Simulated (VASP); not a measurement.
Output of a VASP run:

**OSZICAR**
```
       N       E                     dE             d eps       ncg     rms          rms(c)
DAV:   1     0.223266562115E+02    0.22327E+02   -0.39043E+03  1456   0.826E+02
DAV:   2     0.131667532877E+01   -0.21010E+02   -0.21001E+02  1491   0.139E+02
DAV:   3     0.893041364833E+00   -0.42363E+00   -0.42363E+00  1918   0.285E+01
DAV:   4     0.888920078054E+00   -0.41213E-02   -0.41214E-02  1778   0.248E+00
DAV:   5     0.888866767904E+00   -0.53310E-04   -0.53311E-04  1876   0.234E-01    0.230E-01
DAV:   6     0.886039837201E+00   -0.28269E-02   -0.10411E-03  1533   0.295E-01    0.157E-01
DAV:   7     0.883783030193E+00   -0.22568E-02   -0.39196E-03  1505   0.604E-01    0.895E-03
DAV:   8     0.883763461451E+00   -0.19569E-04   -0.25350E-05  1855   0.545E-02    0.423E-03
DAV:   9     0.883755089863E+00   -0.83716E-05   -0.14862E-05  1526   0.290E-02    0.753E-04
DAV:  10     0.883755035205E+00   -0.54657E-07   -0.15421E-07  1757   0.616E-03
   1 F= 0.88375504E+00 E0= 0.88375504E+00  d E =0.000000E+00
```

**OUTCAR**
```
------------------------ aborting loop because EDIFF is reached ----------------------------------------
  FORCE on cell =-STRESS in cart. coord.  units (eV):
  Direction    XX          YY          ZZ          XY          YZ          ZX
  --------------------------------------------------------------------------------------
  Total       -0.0053073     -0.0053073     -0.0053073      0.0000000     -0.0000000     -0.0000000
  in kB       -0.2199796     -0.2199796     -0.2199796      0.0000000     -0.0000000     -0.0000000
  external PRESSURE =      -0.2199796 kB  Pullay stress =       0.0000000 kB
  volume of cell :       38.65
      direct lattice vectors                 reciprocal lattice vectors
    -2.130000000  2.130000000  2.130000000     0.000000000  0.234741784  0.234741784
     2.130000000 -2.130000000  2.130000000     0.234741784  0.000000000  0.234741784
     2.130000000  2.130000000 -2.130000000     0.234741784  0.234741784  0.000000000
 POSITION                                       TOTAL-FORCE (eV/Angst)
 -----------------------------------------------------------------------------------
      0.00000      0.00000      0.00000        -0.000000      0.000000      0.000000
 -----------------------------------------------------------------------------------
    total drift:                                0.000000     -0.000000      0.000000
  FREE ENERGIE OF THE ION-ELECTRON SYSTEM (eV)
  ---------------------------------------------------
  free  energy   TOTEN  =         0.8837550352 eV

  energy  without entropy=        0.8837550352  energy(sigma->0) =        0.88375504

 total charge

# of ion       s       p       d       tot
------------------------------------------
    1        0.090   5.967   0.000   6.057
```
(Selected blocks of OUTCAR.)

File POSCAR:
```
Na
1
   -2.1300000000     2.1300000000     2.1300000000
    2.1300000000    -2.1300000000     2.1300000000
    2.1300000000     2.1300000000    -2.1300000000
Na
1
Direct
  0.0000000000   0.0000000000   0.0000000000
```

Problem. Write an INCAR and KPOINTS that could have produced this output.

Solution. One answer among several that fit: the input of the run itself, vdW-DF-cx, plane waves, VASP's PBE PAW potentials (set 64).

### KPOINTS
```
Regular mesh
0
gamma
  14 14 14
```

### INCAR
```
SYSTEM  =  Na
PREC  =  Accurate; ENCUT  =  520; LREAL  =  .False.
LASPH  =  .True.
EDIFF  =  1E-7; NELM  =  100; ALGO  =  Normal
ISMEAR  =  -5
GGA  =  CX; LUSE_VDW  =  .True.; AGGAC  =  0.0
ISIF  =  2
LWAVE  =  .False.; LCHARG  =  .True.; LORBIT  =  11
NEDOS  =  601
```

POTCAR, in this order: Na_pv (PBE.64 set). Program: vasp_std.

For a metal the tetrahedron method with Blöchl corrections gives inexact stress and forces.

The compound is Na in the bcc structure. The cell was not relaxed at this level.
